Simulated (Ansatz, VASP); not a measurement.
# Zr2SNO (Zr2NOS MXene bilayer, like faces together) in two plane-wave programs, part 2 of 2

Aim: how closely do two programs agree when they are given the same cell, functional and k mesh? The structure shown is the start of the Ansatz relaxation below; VASP solves that cell, so the two are compared at the walk's first step.

VASP 6.6.1 and Ansatz 0.2.0.

So far: The starting structure; Ansatz: relaxation, PBEsol with D3(BJ).

## Step 3: VASP: single point, PBEsol with D3(BJ), start cell

Level of this step: PBEsol with D3(BJ), zero-moment start; plane waves and PAW (S, Zr_sv, N, O) (VASP).

The same cell, functional, mesh and smearing now go to VASP, with its own data sets.

Lines of VASP's logs that name or quote its potential files are left out, and so is its time.

Input file INCAR:

```
SYSTEM = Zr2SNO
PREC = Accurate
ENCUT = 520
EDIFF = 1E-06
NELM = 200
ISMEAR = -1
SIGMA = 0.05
LREAL = .FALSE.
ALGO = Normal
GGA = PS
IVDW = 12
NBANDS = 56
ISPIN = 2
MAGMOM = 0 0 -0 0 -0 -0 0 0 -0 -0
LASPH = .TRUE.
LMAXMIX = 4
LORBIT = 11
LWAVE = .FALSE.
LCHARG = .FALSE.
ISIF = 2
LDIPOL = .TRUE.
IDIPOL = 3
DIPOL = 0.5 0.5 0.5
LVHAR = .TRUE.
GGA_COMPAT = .FALSE.
NELMDL = -8
KPAR = 2
```

Input file POSCAR:

```
Zr2SNO
1.0
    3.2175000000      0.0000000000      0.0000000000
   -1.6087500000      2.7864370000      0.0000000000
    0.0000000000      0.0000000000     59.3730520000
S Zr N O
2 4 2 2
Direct
    0.3333332137      0.6666664274      0.3806440673
    0.6666666069      0.3333332137      0.6193559327
    0.6666666069      0.3333332137      0.4118818921
    0.3333332137      0.6666664274      0.4546467478
    0.0000000000      0.0000000000      0.5881181079
    0.6666666069      0.3333332137      0.5453532690
    0.0000000000      0.0000000000      0.4332643200
    0.3333332137      0.6666664274      0.5667356800
    0.6666666069      0.3333332137      0.4755781461
    0.0000000000      0.0000000000      0.5244218539
```

Input file KPOINTS:

```
Automatic mesh
0
Gamma
12 12 1
0 0 0
```

PAW data sets: S, Zr_sv, N and O (PBE family, release 64).

On the command line:

```sh
> mpirun -np 2 vasp_std
```

Numbers of over 12 decimals in the logs are rounded to 6 here.

Output:

```text
[banner, memory and clock lines left out]
running    2 mpi-ranks, on    1 nodes
 distrk:  each k-point on    1 cores,    2 groups
 distr:  one band on    1 cores,    1 groups

 POSCAR found type information on POSCAR S ZrN O
 POSCAR found :  4 types and      10 ions
|                                                                             |
|               ----> ADVICE to this user running VASP <----                  |
|                                                                             |
|     You enforced a specific xc type in the INCAR file but a different       |
|     [... a line on the potential file left out ...]
|     I HOPE YOU KNOW WHAT YOU ARE DOING!                                     |
|                                                                             |

 LDA part: xc-table for (Slater+PW92), standard interpolation
|                                                                             |
|           W    W    AA    RRRRR   N    N  II  N    N   GGGG   !!!           |
|           W    W   A  A   R    R  NN   N  II  NN   N  G    G  !!!           |
|           W    W  A    A  R    R  N N  N  II  N N  N  G       !!!           |
|           W WW W  AAAAAA  RRRRR   N  N N  II  N  N N  G  GGG   !            |
|           WW  WW  A    A  R   R   N   NN  II  N   NN  G    G                |
|           W    W  A    A  R    R  N    N  II  N    N   GGGG   !!!           |
|                                                                             |
|     One of the lattice vectors is very long (>50 A), but AMIN is rather     |
|     large. This can spoil convergence since charge sloshing might occur     |
|     along the long lattice vector. If problems with convergence are         |
|     observed, try to decrease AMIN to a smaller value (e.g. 0.01).          |
|     Note: This warning only applies if the self-consistency cycle is        |
|     used.                                                                   |
|                                                                             |

 POSCAR, INCAR and KPOINTS ok, starting setup
 FFT: planning ... GRIDC
 FFT: planning ... GRID_SOFT
 FFT: planning ... GRID
 WAVECAR not read
 entering main loop
       N       E                     dE             d eps       ncg     rms          rms(c)
DAV:   1     0.808272268834E+03    0.80827E+03   -0.38870E+04  5168   0.121E+03
DAV:   2    -0.203711425084E+01   -0.81031E+03   -0.78562E+03  5544   0.342E+02
DAV:   3    -0.968429385735E+02   -0.94806E+02   -0.93122E+02  5736   0.103E+02
DAV:   4    -0.104331185408E+03   -0.74882E+01   -0.74474E+01  7240   0.280E+01
DAV:   5    -0.104811942400E+03   -0.48076E+00   -0.48048E+00  6512   0.536E+00
DAV:   6    -0.104818844557E+03   -0.69022E-02   -0.69009E-02  6512   0.777E-01
DAV:   7    -0.104819071586E+03   -0.22703E-03   -0.22699E-03  6264   0.138E-01
DAV:   8    -0.104819080817E+03   -0.92310E-05   -0.92301E-05  6368   0.256E-02    0.446E+01
DAV:   9    -0.930397797933E+02    0.11779E+02   -0.62067E+01  5504   0.313E+01    0.203E+01
DAV:  10    -0.927605602938E+02    0.27922E+00   -0.11842E+01  5360   0.141E+01    0.116E+01
DAV:  11    -0.927718394681E+02   -0.11279E-01   -0.51478E+00  5696   0.988E+00    0.368E+00
DAV:  12    -0.122418130604E+03   -0.29646E+02   -0.85050E+01  6408   0.193E+01    0.210E+01
DAV:  13    -0.927758875354E+02    0.29642E+02   -0.80259E+01  5592   0.115E+01    0.285E+00
DAV:  14    -0.921726911948E+02    0.60320E+00   -0.20641E+00  5136   0.554E+00    0.134E+00
[...]
DAV:  29    -0.921688332641E+02   -0.48568E-04   -0.25976E-06  3848   0.430E-03    0.134E-03
DAV:  30    -0.921688478090E+02   -0.14545E-04   -0.83638E-07  3568   0.216E-03    0.134E-03
DAV:  31    -0.921688559149E+02   -0.81059E-05   -0.36911E-07  3344   0.137E-03    0.880E-04
DAV:  32    -0.921688599571E+02   -0.40422E-05   -0.12076E-07  3216   0.797E-04    0.741E-04
DAV:  33    -0.921688681018E+02   -0.81447E-05   -0.12248E-07  3360   0.845E-04    0.461E-04
DAV:  34    -0.921688707203E+02   -0.26184E-05   -0.12634E-07  3112   0.102E-03    0.253E-04
DAV:  35    -0.921688719317E+02   -0.12114E-05   -0.22997E-08  3024   0.389E-04    0.278E-04
DAV:  36    -0.921688727065E+02   -0.77485E-06   -0.10798E-08  2968   0.257E-04
   1 F= -.94894973E+02 E0= -.94875523E+02  d E =-.389006E-01  mag=     0.0000
```

OUTCAR, selected parts (step 3):

```text
ion  position               nearest neighbor table
   1  0.333  0.667  0.381-   3 2.62   3 2.62   3 2.63
   2  0.667  0.333  0.619-   5 2.62   5 2.62   5 2.63
   3  0.667  0.333  0.412-   7 2.25   7 2.25   7 2.25   1 2.62   1 2.62   1 2.63   4 3.15   4 3.15
                             4 3.15
   4  0.333  0.667  0.455-   9 2.23   9 2.23   9 2.24   7 2.25   7 2.25   7 2.25   3 3.15   3 3.15
                             3 3.15
   5  0.000  0.000  0.588-   8 2.25   8 2.25   8 2.25   2 2.62   2 2.62   2 2.63   6 3.15   6 3.15
                             6 3.15
   6  0.667  0.333  0.545-  10 2.24  10 2.24  10 2.24   8 2.25   8 2.25   8 2.25   5 3.15   5 3.15
                             5 3.15
   7  0.000  0.000  0.433-   4 2.25   3 2.25   3 2.25   4 2.25   4 2.25   3 2.25
   8  0.333  0.667  0.567-   6 2.25   6 2.25   5 2.25   6 2.25   5 2.25   5 2.25
   9  0.667  0.333  0.476-   4 2.23   4 2.23   4 2.24
  10  0.000  0.000  0.524-   6 2.24   6 2.24   6 2.24

  LATTYP: Found a hexagonal cell.
 ALAT       =     3.2175000000
 C/A-ratio  =    18.4531630148

 Subroutine GETGRP returns: Found  6 space group operations
 (whereof  6 operations were pure point group operations)

The static configuration has the point symmetry C_3v.

 Found     19 irreducible k-points:

   k-points           NKPTS =     19   k-points in BZ     NKDIM =     19   number of bands    NBANDS=     56

   dimension x,y,z NGX =    24 NGY =   24 NGZ =  448
   dimension x,y,z NGXF=    48 NGYF=   48 NGZF=  896

   ENCUT  =  520.0 eV  38.22 Ry    6.18 a.u.   5.98  5.98110.39*2*pi/ulx,y,z

   NELECT =      82.0000    total number of electrons

 k-points in reciprocal lattice and weights: Automatic mesh
   0.00000000  0.00000000  0.00000000       0.007
   0.08333333 -0.00000000  0.00000000       0.042
   0.16666667 -0.00000000  0.00000000       0.042
   0.25000000  0.00000000  0.00000000       0.042
   0.33333333 -0.00000000  0.00000000       0.042
   0.41666667 -0.00000000  0.00000000       0.042
   0.50000000  0.00000000  0.00000000       0.021
   0.08333333  0.08333333  0.00000000       0.042
   0.16666667  0.08333333  0.00000000       0.083
[...]
0.33333333  0.25000000  0.00000000       0.083
   0.33333333  0.33333333  0.00000000       0.014

 dipolmoment           0.000000      0.000000     -0.000018 electrons x Angstroem

 average (electrostatic) potential at core
       1 -93.0443       2 -93.0446       3 -85.4594       4 -86.0453       5 -85.4595
       6 -86.0448       7 -71.6672       8 -71.6670       9 -76.9836      10 -76.9811

 E-fermi :  -2.2867

 spin component 1
 k-point     1 :       0.0000    0.0000    0.0000
  band No.  band energies     occupation
    ...
     32      -4.8852      1.00000
     33      -4.8623      1.00000
     34      -4.8623      1.00000
     35      -4.6565      1.00000
     36      -4.3979      1.00000
     37      -2.0330      0.00622
     38      -2.0330      0.00622
     39      -2.0301      0.00587
     40      -2.0301      0.00587
     41      -1.6372      0.00000
    ...

 k-point     2 :       0.0833   -0.0000    0.0000
  band No.  band energies     occupation
    ...
     34      -4.8903      1.00000
     35      -4.4274      1.00000
     36      -4.3234      1.00000
     37      -2.6387      0.99912
     38      -2.6336      0.99903
     39      -2.2236      0.22050
     40      -2.2218      0.21421
     41      -1.7320      0.00002
     42      -1.7198      0.00001
     43      -1.1986      0.00000
    ...

 k-point     3 :       0.1667   -0.0000    0.0000
  band No.  band energies     occupation
    ...
     38      -3.4372      1.00000
     39      -2.4586      0.96883
     40      -2.4581      0.96853
     41      -2.3005      0.56844
     42      -2.2878      0.50551
     43      -0.8820      0.00000
     44      -0.8419      0.00000
     45      -0.6919      0.00000
     46      -0.6878      0.00000
     47       0.1488      0.00000
    ...

 k-point     4 :       0.2500    0.0000    0.0000
  band No.  band energies     occupation
    ...
     38      -4.1097      1.00000
     39      -2.8783      0.99999
     40      -2.8376      0.99998
     41      -2.6401      0.99915
     42      -2.6394      0.99914
     43      -0.4927      0.00000
     44      -0.4777      0.00000
     45      -0.1077      0.00000
     46      -0.1043      0.00000
     47       0.1061      0.00000
    ...

 k-point     5 :       0.3333   -0.0000    0.0000
  band No.  band energies     occupation
    ...
     38      -4.3146      1.00000
     39      -3.2725      1.00000
     40      -3.2225      1.00000
     41      -2.7851      0.99995
     42      -2.7842      0.99995
     43      -0.1560      0.00000
     44      -0.1450      0.00000
     45       0.2382      0.00000
     46       0.2422      0.00000
     47       0.6437      0.00000
    ...

 k-point     6 :       0.4167   -0.0000    0.0000
  band No.  band energies     occupation
    ...
     38      -4.3223      1.00000
     39      -3.4766      1.00000
     40      -3.4271      1.00000
     41      -2.8774      0.99999
     42      -2.8763      0.99999
     43      -0.2445      0.00000
     44      -0.2337      0.00000
     45       0.9451      0.00000
     46       0.9537      0.00000
     47       1.3472      0.00000
    ...

 Edisp (eV)   -2.72610

  Total      -0.11388    -0.11388   -13.22793     0.00000     0.00000     0.00000
  in kB      -0.34275    -0.34275   -39.81487     0.00000     0.00000     0.00000
  external pressure =      -13.50 kB  Pullay stress =        0.00 kB

  energy-cutoff  :      520.00
  volume of cell :      532.30
      direct lattice vectors                 reciprocal lattice vectors
     3.217500000  0.000000000  0.000000000     0.310800311  0.179440626  0.000000000
    -1.608750000  2.786437000  0.000000000     0.000000000  0.358881252  0.000000000
     0.000000000  0.000000000 59.373052000     0.000000000  0.000000000  0.016842658

 POSITION                                       TOTAL-FORCE (eV/Angst)
 -----------------------------------------------------------------------------------
      0.00000      1.85762     22.60000        -0.000000     -0.000000      1.961430
      1.60875      0.92881     36.77305        -0.000000     -0.000000     -1.961878
      1.60875      0.92881     24.45468         0.000000     -0.000000     -2.654978
      0.00000      1.85762     26.99376        -0.000000      0.000000      4.281959
      0.00000      0.00000     34.91837        -0.000000     -0.000000      2.657252
      1.60875      0.92881     32.37929        -0.000000     -0.000000     -4.299514
      0.00000      0.00000     25.72423         0.000000     -0.000000     -0.011131
      0.00000      1.85762     33.64883         0.000000      0.000000      0.012457
      1.60875      0.92881     28.23653         0.000000     -0.000000     -3.414332
      0.00000      0.00000     31.13653         0.000000     -0.000000      3.428734
 -----------------------------------------------------------------------------------
    total drift:                               -0.000001      0.003414     -0.000032

  FREE ENERGIE OF THE ION-ELECTRON SYSTEM (eV)
  ---------------------------------------------------
  free  energy   TOTEN  =       -94.8949730397 eV

  energy  without entropy=      -94.8560724245  energy(sigma->0) =      -94.87552273

 vacuum level on the upper side and lower side of the slab         3.777         3.777

 total charge
# of ion       s       p       d       tot
------------------------------------------
    1        1.363   2.285   0.000   3.649
    2        1.363   2.285   0.000   3.649
    3        2.176   6.032   1.702   9.909
    4        2.172   6.041   1.547   9.760
    5        2.176   6.032   1.702   9.909
    6        2.172   6.041   1.547   9.760
    7        1.246   2.487   0.000   3.732
    8        1.246   2.487   0.000   3.732
    9        1.572   3.340   0.000   4.912
   10        1.572   3.340   0.000   4.911
--------------------------------------------------
tot         17.057  40.370   6.497  63.924

 magnetization (x)
# of ion       s       p       d       tot
------------------------------------------
    1       -0.000   0.000   0.000   0.000
    2       -0.000   0.000   0.000   0.000
    3        0.000   0.000   0.000   0.000
    4        0.000   0.000   0.000   0.000
    5        0.000   0.000   0.000   0.000
    6        0.000   0.000   0.000   0.000
    7       -0.000  -0.000   0.000  -0.000
    8       -0.000  -0.000   0.000  -0.000
    9       -0.000  -0.000   0.000  -0.000
   10       -0.000  -0.000   0.000  -0.000
--------------------------------------------------
tot         -0.000  -0.000   0.000   0.000

[... 3 further parts left out ...]
```

## Step 4: Side by side

Known differences besides the potentials themselves: Ansatz cuts the interaction across the vacuum, VASP repeats the sheet with a dipole correction; the cutoff is 420 eV in Ansatz and 520 eV in VASP; Ansatz makes its cores anew for this functional, VASP keeps those of its PBE data sets. Total energies have different zeros and are not compared.

Forces (eV/Å; atoms numbered as in POSCAR):

| atom | Ansatz x, y, z | VASP x, y, z |
| --- | --- | --- |
| S1 | 0.000, 0.000, 1.971 | 0.000, 0.000, 1.961 |
| S2 | 0.000, 0.000, -1.971 | 0.000, 0.000, -1.962 |
| Zr3 | 0.000, 0.000, -2.630 | 0.000, 0.000, -2.655 |
| Zr4 | 0.000, 0.000, 4.277 | 0.000, 0.000, 4.282 |
| Zr5 | 0.000, 0.000, 2.632 | 0.000, 0.000, 2.657 |
| Zr6 | 0.000, 0.000, -4.294 | 0.000, 0.000, -4.300 |
| N7 | 0.000, 0.000, -0.010 | 0.000, 0.000, -0.011 |
| N8 | 0.000, 0.000, 0.011 | 0.000, 0.000, 0.012 |
| O9 | 0.000, 0.000, -3.444 | 0.000, 0.000, -3.414 |
| O10 | 0.000, 0.000, 3.459 | 0.000, 0.000, 3.429 |

The forces differ by 10 meV/Å r.m.s., which is 0.6 % of the r.m.s. force of 1.654 eV/Å (both taken over all components). Moments aren't recorded for both runs of this pair, so they may hold unlike magnetic states. With vacuum in the cell, a pressure given here is an average over mostly empty space and none of the material.

## Step 5: What came out

```json
{"r.m.s. force difference (single point, PBEsol with D3(BJ), start cell)": "0.63 % of the r.m.s. force"}
```

The r.m.s. force difference is 0.63 % of the r.m.s. force (single point, PBEsol with D3(BJ), start cell), within the 3 % picked in this series as the mark of a large difference. How closely two codes agree says nothing of how well the functional describes the real material.

[Lines on the potential files, build, host, timing and source positions are cut from VASP's logs without a mark.]

[Logs are printed without paths, hosts, clocks, repeated set-up lines and the standing remarks that a program may print on its own settings, such as how far it seeks lower states.]

[Hosts, paths, dates, database ids (printed as entryN), source tags and the programs' standing remarks are cut or masked in the printed files.]
